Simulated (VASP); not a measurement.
**NaH12ClO6: single point with r2SCAN+D3(BJ)**

NaH12ClO6:

```
O H Na Cl
1.0
     6.26922    0.00000    0.00000
     0.00000    6.26922    0.00000
     0.00000    0.00000    6.26922
O H Na Cl
6 12 1 1
Direct
  0.44163 0.15072 0.56029
  0.45929 0.23534 0.10697
  0.09220 0.50853 0.56355
  0.12985 0.98102 0.98228
  0.85167 0.15565 0.29401
  0.70092 0.74623 0.35030
  0.36875 0.07040 0.45964
  0.48102 0.02306 0.64337
  0.45058 0.35996 0.01847
  0.39415 0.11440 0.02490
  0.06948 0.58599 0.42879
  0.25135 0.48240 0.58001
  0.01785 0.95264 0.88587
  0.21905 0.85652 0.95039
  0.70813 0.15248 0.22979
  0.94983 0.19725 0.16772
  0.78804 0.86684 0.39479
  0.68967 0.73242 0.20227
  0.73237 0.42485 0.52763
  0.52289 0.69221 0.85421
```

The cell was built by a generator and needn't be a form met in nature.

| Property | Result |
| --- | --- |
| Program | VASP 6.6.1 |
| Task | single point |
| Functional | r2SCAN |
| Dispersion | D3(BJ) |
| Potentials or basis | VASP PAW PBE potentials, release 64 (O, H, Na_pv, Cl) |
| Cutoff | 520 eV |
| k mesh | 1 × 1 × 1 |
| Occupations | fermi-dirac, width 0.05 eV |
| Spin | no spin polarisation |
| Dipole correction | no |
| Further INCAR settings | LREAL = Auto; ALGO = Normal; EDIFF = 1e-07; NBANDS = 47 |

```yaml
Pressure: -1.0 GPa
Largest_force: 2.827 eV/Å
Band_gap_on_the_k_mesh: 4.72 eV, direct
Dispersion_energy_per_atom: -0.021 eV
```

Forces on the atoms (eV/Å):
```
O    1.318 -0.340  2.030
O   -0.127 -1.548 -0.268
O    1.455  0.221 -0.436
O    0.776 -0.639  0.279
O    1.222  0.994 -1.935
O    0.227 -0.565  2.441
H   -1.418 -0.319 -2.360
H    0.322  0.673  0.606
H    0.013  0.471 -0.421
H    0.292  1.471  0.699
H    0.578 -0.363  0.707
H   -2.128  0.351 -0.243
H   -1.261  0.121 -0.808
H    0.473  0.036  0.238
H    0.083  0.235 -0.156
H   -1.399 -1.032  2.230
H   -0.227 -0.016 -0.889
H    0.043  0.426 -1.932
Na  -0.215 -0.065  0.249
Cl  -0.029 -0.114 -0.031
```

Stress tensor (GPa, compression positive):
```
-1.67  0.38  1.14
 0.38 -2.37  0.38
 1.14  0.38  0.99
```

Levels at points of the mesh, in eV from the valence-band top:
| k point | band 27 | band 28 | band 29 | band 30 | band 31 | band 32 | band 33 | band 34 | band 35 | band 36 |
| --- | --- | --- | --- | --- | --- | --- | --- | --- | --- | --- |
| (0.00, 0.00, 0.00) | -0.72 | -0.53 | -0.16 | -0.07 | 0.00 | 4.72 | 7.79 | 8.01 | 8.50 | 9.09 |

Run time: 67 s on 1 thread of Intel(R) Xeon(R) 6975P-C (Granite Rapids), on a shared host, peak memory 0.34 GiB.

Caveat: the PAW data sets were made with another functional, which shifts forces and pressure a little. r2SCAN opens gaps a little over a GGA but as a rule still falls short of measured ones.
